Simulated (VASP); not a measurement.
An input for Quantum ESPRESSO's pw.x (written as the equivalent of a VASP run, and not itself run):

```
&CONTROL
  calculation = 'vc-relax'
  pseudo_dir = './pseudo'
  outdir = './out'
  tprnfor = .true.
  tstress = .true.
  nstep = 40
  forc_conv_thr = 0.00078
/
&SYSTEM
  ibrav = 0
  nat = 3
  ntyp = 2
  ecutwfc = 76
  occupations = 'smearing'
  smearing = 'methfessel-paxton'
  degauss = 0.00735
  input_dft = 'pbe'
/
&ELECTRONS
  conv_thr = 7.3e-08
  electron_maxstep = 100
/
&IONS
/
&CELL
  press = 100
/
ATOMIC_SPECIES
  Zr 91.224 Zr.upf
  B 10.810 B.upf
CELL_PARAMETERS angstrom
     1.5664018   -2.7130880   -0.0000000
     1.5664018    2.7130880    0.0000000
     0.0000000    0.0000000    3.4918993
ATOMIC_POSITIONS crystal
  Zr   0.0000000  0.0000000  1.0000000
  B    0.3333330  0.6666670  0.5000000
  B    0.6666670  0.3333330  0.5000000
K_POINTS automatic
  11 11 9 0 0 0
```

Task: Translate this input to VASP (INCAR, KPOINTS, POSCAR, choice of POTCAR).

Result: Several could match; the one computed here: 
### KPOINTS
```
Automatic
0
G
 11 11 9
```

**INCAR**
```
# general
SYSTEM  = ZrB2
PREC    = Accurate
ENCUT   = 620   # plane-wave cut-off (eV)
LREAL   = .FALSE.   # projection in real space or not
LASPH   = .TRUE.   # aspherical one-centre terms

# electronic loop
EDIFF   = 1E-6
NELM    = 100   # most electronic steps
ALGO    = Normal   # blocked Davidson
LMAXMIX = 4

# smearing
ISMEAR  = 1   # Methfessel-Paxton
SIGMA   = 0.1   # width (eV)

# functional
GGA     = PE

# ions
IBRION  = 2
NSW     = 40   # most ionic steps
ISIF    = 3   # ions, shape and volume
EDIFFG  = -0.02   # ionic stop
PSTRESS = 100   # kbar

# output
LWAVE   = .FALSE.
LCHARG  = .FALSE.
```

POSCAR:
```
ZrB2
1
    1.5664018003    -2.7130879998    -0.0000000000
    1.5664018003     2.7130879998     0.0000000000
    0.0000000000     0.0000000000     3.4918993196
Zr B
1 2
Direct
  0.0000000000   0.0000000000   1.0000000000
  0.3333330000   0.6666670000   0.5000000000
  0.6666670000   0.3333330000   0.5000000000
```

POTCAR, in this order: Zr_sv B (PBE.64 set). Program: vasp_std.

The two are equivalent in intent, not identical: the potentials are each code's own (VASP's PAW set, PseudoDojo norm-conserving files in pw.x), so ENCUT and ecutwfc are chosen apart and not converted; conv_thr bounds pw.x's estimated SCF error, while EDIFF bounds the energy change between steps; forc_conv_thr acts on force components and is met together with etot_conv_thr.

The compound is ZrB2 in the AlB2 type structure. It was relaxed first under an external pressure of 10 GPa.
